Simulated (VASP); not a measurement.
Computed with PBE GGA, VASP's PBE PAW potentials (set 64) (plane waves; VASP).

VASP ran on this input.

**POSCAR**
```
RuAl
1.0
  2.9591772423   0.0000000000   0.0000000000
  0.0000000000   2.9591772423   0.0000000000
  0.0000000000   0.0000000000   2.9591772423
Al Ru
1 1
Cart
  1.4795886212   1.4795886212   1.4795886212
  0.0000000000   0.0000000000   0.0000000000
```

INCAR:
```
! general
SYSTEM  = RuAl
PREC    = Accurate
ENCUT   = 500
LREAL   = .FALSE.
LASPH   = .TRUE.

! electronic loop
EDIFF   = 1E-6
NELM    = 100
ALGO    = Normal
LMAXMIX = 4

! smearing
ISMEAR  = 1
SIGMA   = 0.1

! functional
GGA     = PE

! ions
IBRION  = 2
NSW     = 40
ISIF    = 3
EDIFFG  = -0.02
PSTRESS = 100

! output
LWAVE   = .FALSE.
LCHARG  = .FALSE.
```

KPOINTS:
```
Automatic mesh
0
Gamma
12 12 12
0 0 0
```

POTCAR, in this order: Al Ru_pv (PBE.64 set). Program: vasp_std.

The run wrote:

OSZICAR:
```
       N       E                     dE             d eps       ncg     rms          rms(c)
DAV:   1     0.114844317945E+03    0.11484E+03   -0.92128E+03  2024   0.130E+03
DAV:   2    -0.125371283139E+02   -0.12738E+03   -0.12244E+03  2196   0.351E+02
DAV:   3    -0.148883594286E+02   -0.23512E+01   -0.22850E+01  2428   0.489E+01
DAV:   4    -0.149117284895E+02   -0.23369E-01   -0.23363E-01  2288   0.489E+00
DAV:   5    -0.149122664357E+02   -0.53795E-03   -0.53793E-03  2568   0.662E-01    0.131E+01
DAV:   6    -0.143104833451E+02    0.60178E+00   -0.35574E+00  2148   0.218E+01    0.248E+00
DAV:   7    -0.142455756485E+02    0.64908E-01   -0.25387E-01  2140   0.606E+00    0.224E+00
DAV:   8    -0.142299079803E+02    0.15668E-01   -0.16230E-02  2200   0.127E+00    0.205E-01
DAV:   9    -0.142298077286E+02    0.10025E-03   -0.22592E-04  2428   0.139E-01    0.135E-01
DAV:  10    -0.142298062111E+02    0.15175E-05   -0.26731E-05  2488   0.689E-02    0.116E-02
DAV:  11    -0.142298047226E+02    0.14885E-05   -0.17524E-06  1492   0.181E-02    0.590E-03
DAV:  12    -0.142298042220E+02    0.50056E-06   -0.84795E-08  1080   0.368E-03
   1 F= -.12612460E+02 E0= -.12612338E+02  d E =-.126125E+02
```

### OUTCAR
```
------------------------ aborting loop because EDIFF is reached ----------------------------------------
  FORCE on cell =-STRESS in cart. coord.  units (eV):
  Direction    XX          YY          ZZ          XY          YZ          ZX
  --------------------------------------------------------------------------------------
  Total        1.6101447      1.6101447      1.6101447      0.0000000      0.0000000     -0.0000000
  in kB       99.5548794     99.5548794     99.5548794      0.0000000      0.0000000     -0.0000000
  external PRESSURE =      -0.4451206 kB  Pullay stress =     100.0000000 kB
  volume of cell :       25.91
      direct lattice vectors                 reciprocal lattice vectors
     2.959177242  0.000000000  0.000000000     0.337931769  0.000000000  0.000000000
     0.000000000  2.959177242  0.000000000     0.000000000  0.337931769  0.000000000
     0.000000000  0.000000000  2.959177242     0.000000000  0.000000000  0.337931769
 POSITION                                       TOTAL-FORCE (eV/Angst)
 -----------------------------------------------------------------------------------
      1.47959      1.47959      1.47959         0.000000      0.000000      0.000000
      0.00000      0.00000      0.00000         0.000000      0.000000      0.000000
 -----------------------------------------------------------------------------------
    total drift:                                0.000000      0.000000      0.000000
  FREE ENERGIE OF THE ION-ELECTRON SYSTEM (eV)
  ---------------------------------------------------
  free  energy   TOTEN  =       -14.2298042220 eV

  energy  without entropy=      -14.2294378279  energy(sigma->0) =      -14.22968209
  enthalpy is  TOTEN    =       -12.6124604047 eV   P V=        1.6173438173

 reached required accuracy - stopping structural energy minimisation
```
(Selected blocks of OUTCAR.)

### OUTCAR
```
 val. band max:       11.1713881645   @ k =   0.0833   0.0833   0.0000

 cond. band min:      11.1894955106   @ k =   0.2500   0.0833   0.0833


 Fermi energy:        11.1796701936

 k-point     1 :       0.0000    0.0000    0.0000
  band No.  band energies     occupation
      1     -30.5921      2.00000
      2     -30.5921      2.00000
      3     -30.5921      2.00000
      4       1.3178      2.00000
      5       7.4395      2.00000
      6       7.4395      2.00000
      7      11.3734     -0.01949
      8      11.3734     -0.01949
      9      11.3734     -0.01949
     10      17.4246      0.00000
     11      17.4246      0.00000
     12      17.4246      0.00000

 k-point     2 :       0.0833    0.0000    0.0000
  band No.  band energies     occupation
      1     -30.6082      2.00000
      2     -30.5907      2.00000
      3     -30.5907      2.00000
      4       1.4551      2.00000
      5       7.4885      2.00000
      6       7.4900      2.00000
      7      11.1999      0.66584
      8      11.1999      0.66582
      9      11.3907     -0.01103
     10      16.7847      0.00000
     11      17.7000      0.00000
     12      17.7000      0.00000

 k-point     3 :       0.1667    0.0000    0.0000
  band No.  band energies     occupation
      1     -30.6519      2.00000
      2     -30.5870      2.00000
      3     -30.5870      2.00000
      4       1.8580      2.00000
      5       7.5882      2.00000
      6       7.6267      2.00000
      7      10.7803      2.00000
      8      10.7803      2.00000
      9      11.4383     -0.00156
     10      15.5375      0.00000
     11      18.4252      0.00000
     12      18.4252      0.00000

 k-point     4 :       0.2500    0.0000    0.0000
  band No.  band energies     occupation
      1     -30.7112      2.00000
      2     -30.5820      2.00000
      3     -30.5820      2.00000
      4       2.5003      2.00000
      5       7.5695      2.00000
      6       7.8274      2.00000
...
```

The compound is RuAl in the CsCl type structure. It was relaxed first under an external pressure of 10 GPa. The electron count is odd and the run is not spin-polarised, which forces a metal.
